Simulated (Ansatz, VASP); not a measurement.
## Ag3TeBr: VASP beside Ansatz

INCAR

```
SYSTEM = Ag3TeBr
PREC     = Accurate       ! precision mode
ENCUT    = 520            ! plane-wave cutoff, eV
EDIFF    = 1E-6           ! SCF threshold, eV
ISMEAR   = 0              ! smearing method
SIGMA    = 0.05           ! smearing width, eV
LREAL    = .False.        ! projectors in reciprocal space
LASPH    = .True.         ! aspherical terms in the spheres
NELM     = 100            ! most SCF steps
ALGO     = Normal         ! electronic algorithm
ISIF     = 2              ! what is computed and relaxed
LWAVE    = .False.        ! write WAVECAR
LCHARG   = .True.         ! write CHGCAR
GGA      = PE             ! functional
LELF     = .True.         ! ELF
LVHAR    = .True.       
NBANDS   = 31             ! bands
```

File KPOINTS:

```
Automatic mesh
0
Gamma
  4 4 4
  0 0 0
```

Contents of POSCAR:

```
Ag3TeBr
1.0
    6.7200000000      0.0000000000      0.0000000000
    0.0000000000      6.7200000000      0.0000000000
    0.0000000000      0.0000000000      6.7200000000
Br Te Ag
1 1 3
Direct
    0.0000000000      0.0000000000      0.0000000000
    0.5000000000      0.5000000000      0.5000000000
    0.5000000000      0.5000000000      0.0000000000
    0.5000000000      0.0000000000      0.5000000000
    0.0000000000      0.5000000000      0.5000000000
```

Input for Ansatz:

```yaml
crystal:
  lattice:
    - [6.72, 0.0, 0.0]
    - [0.0, 6.72, 0.0]
    - [0.0, 0.0, 6.72]
  atoms:
    - { symbol: Br, position: [0.0, 0.0, 0.0] }
    - { symbol: Te, position: [0.5, 0.5, 0.5] }
    - { symbol: Ag, position: [0.5, 0.5, 0.0] }
    - { symbol: Ag, position: [0.5, 0.0, 0.5] }
    - { symbol: Ag, position: [0.0, 0.5, 0.5] }
basis:
  ecutwfc: 420
kpoints:
  mp_grid: { grid: [4, 4, 4] }
hamiltonian:
  xc: pbe
scf:
  occupations: { method: gaussian, width: 0.05 }
output:
  forces: true
  stress: true
  eigenvalues: true
```

The cell comes from a database or a generator and needn't be the stable form of this composition.

Alike in both runs: task single point; functional PBE; k mesh 4 × 4 × 4; occupations gaussian, width 0.05 eV; no spin polarisation.

```csv
,VASP,Ansatz
version,VASP 6.6.1,Ansatz 0.2.0
potentials or method,"VASP PAW PBE potentials, release 64 (Br, Te, Ag)","scalar-relativistic, plane waves, PAW"
plane-wave cutoff (eV),520,420
valence electrons in the cell,46,80
```

|  | VASP | Ansatz | Ansatz less VASP |
| --- | --- | --- | --- |
| gap on the k mesh at the Fermi level (eV) | 0.11 | 0.11 | +0.001 |
| least direct gap on the mesh (eV) | 0.13 | 0.13 | +0.001 |
| pressure (GPa) | -3.9 | -3.9 | +0.02 |

The two sets of potentials don't hold the same shells in valence.

Caveats: spin-orbit coupling is left out, which moves the levels of the heavy elements. A k mesh can miss the band edges.
